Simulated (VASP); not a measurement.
OSZICAR of a VASP run on Hf (hcp):

### OSZICAR
```
       N       E                     dE             d eps       ncg     rms          rms(c)
DAV:   1    -0.249165728102E+02   -0.24917E+02   -0.12324E+04  2352   0.143E+03
DAV:   2    -0.937561136793E+02   -0.68840E+02   -0.67527E+02  2958   0.284E+02
DAV:   3    -0.957990519558E+02   -0.20429E+01   -0.20278E+01  3186   0.324E+01
DAV:   4    -0.958188215719E+02   -0.19770E-01   -0.19732E-01  2760   0.392E+00
DAV:   5    -0.958191130413E+02   -0.29147E-03   -0.29145E-03  3220   0.390E-01    0.750E+01
DAV:   6    -0.907571693237E+02    0.50619E+01   -0.79915E-01  2442   0.919E+00    0.429E+01
DAV:   7    -0.883004087850E+02    0.24568E+01   -0.19739E+00  2544   0.119E+01    0.603E+00
DAV:   8    -0.911779697134E+02   -0.28776E+01   -0.14874E+00  2496   0.997E+00    0.118E+01
DAV:   9    -0.902543464547E+02    0.92362E+00   -0.33513E-01  2388   0.731E+00    0.243E+00
DAV:  10    -0.903889517241E+02   -0.13461E+00   -0.21652E-01  2376   0.589E+00    0.349E+00
DAV:  11    -0.902274349690E+02    0.16152E+00   -0.11103E-01  2388   0.418E+00    0.457E-01
DAV:  12    -0.902423696635E+02   -0.14935E-01   -0.14438E-02  2796   0.136E+00    0.214E-01
DAV:  13    -0.902422143395E+02    0.15532E-03   -0.12030E-03  2808   0.324E-01    0.220E-01
DAV:  14    -0.902414995803E+02    0.71476E-03   -0.20053E-03  2556   0.381E-01    0.183E-01
DAV:  15    -0.902418468759E+02   -0.34730E-03   -0.17838E-04  2880   0.151E-01    0.168E-01
DAV:  16    -0.902417341301E+02    0.11275E-03   -0.10218E-04  2580   0.817E-02    0.586E-02
DAV:  17    -0.902417512913E+02   -0.17161E-04   -0.10570E-05  2922   0.305E-02    0.243E-02
DAV:  18    -0.902417676175E+02   -0.16326E-04   -0.22651E-06  2808   0.203E-02    0.683E-03
DAV:  19    -0.902417689203E+02   -0.13028E-05   -0.35234E-06  2538   0.169E-02    0.824E-03
DAV:  20    -0.902417750360E+02   -0.61156E-05   -0.52587E-07  2700   0.834E-03    0.474E-03
DAV:  21    -0.902417734088E+02    0.16272E-05   -0.42631E-08  1488   0.234E-03    0.240E-03
DAV:  22    -0.902417742482E+02   -0.83936E-06   -0.22258E-08  1428   0.146E-03    0.152E-03
DAV:  23    -0.902417734689E+02    0.77924E-06   -0.10580E-08  1410   0.123E-03    0.412E-04
DAV:  24    -0.902417735052E+02   -0.36229E-07   -0.82763E-10  1398   0.355E-04
   1 F= -.90241774E+02 E0= -.90241612E+02  d E =-.902418E+02
       N       E                     dE             d eps       ncg     rms          rms(c)
DAV:   1    -0.902422100613E+02   -0.43659E-03   -0.29847E-02  2358   0.148E+00    0.145E-01
DAV:   2    -0.902418720003E+02    0.33806E-03   -0.57158E-04  3144   0.192E-01    0.918E-02
DAV:   3    -0.902419013283E+02   -0.29328E-04   -0.50200E-05  2850   0.693E-02    0.623E-02
DAV:   4    -0.902418627333E+02    0.38595E-04   -0.10756E-04  3148   0.725E-02    0.349E-02
DAV:   5    -0.902418728157E+02   -0.10082E-04   -0.28709E-05  2736   0.460E-02    0.177E-02
DAV:   6    -0.902418735315E+02   -0.71575E-06   -0.88105E-07  2802   0.856E-03    0.134E-02
DAV:   7    -0.902418730696E+02    0.46189E-06   -0.10861E-07  1500   0.308E-03    0.190E-03
DAV:   8    -0.902418734518E+02   -0.38217E-06   -0.56690E-08  1386   0.278E-03    0.801E-04
DAV:   9    -0.902418733172E+02    0.13460E-06   -0.52039E-09  1344   0.595E-04    0.544E-04
DAV:  10    -0.902418734392E+02   -0.12207E-06   -0.22826E-09  1350   0.456E-04    0.291E-04
DAV:  11    -0.902418733190E+02    0.12022E-06   -0.15661E-09  1308   0.340E-04    0.197E-04
DAV:  12    -0.902418733454E+02   -0.26402E-07   -0.34317E-10  1302   0.127E-04
   2 F= -.90241873E+02 E0= -.90241725E+02  d E =-.998403E-04
```

Q: Which electronic solver shows in the log?

A: It is blocked Davidson (ALGO = Normal, or the opening steps of other solvers). The INCAR had ALGO = Normal.

Q: Can the final energy be trusted as converged?

A: Self-consistency was reached. It stopped with EDIFF = 1E-7, NELM = 100, NSW = 30 and EDIFFG = -0.01 after 2 ionic steps (r2SCAN meta-GGA, plane waves, VASP's PBE PAW potentials (set 64)).

The compound is Hf in the hcp structure. This cell is one point of a volume scan, at 0.94 of the reference volume. Symmetry was kept, so distortions that lower it aren't found.
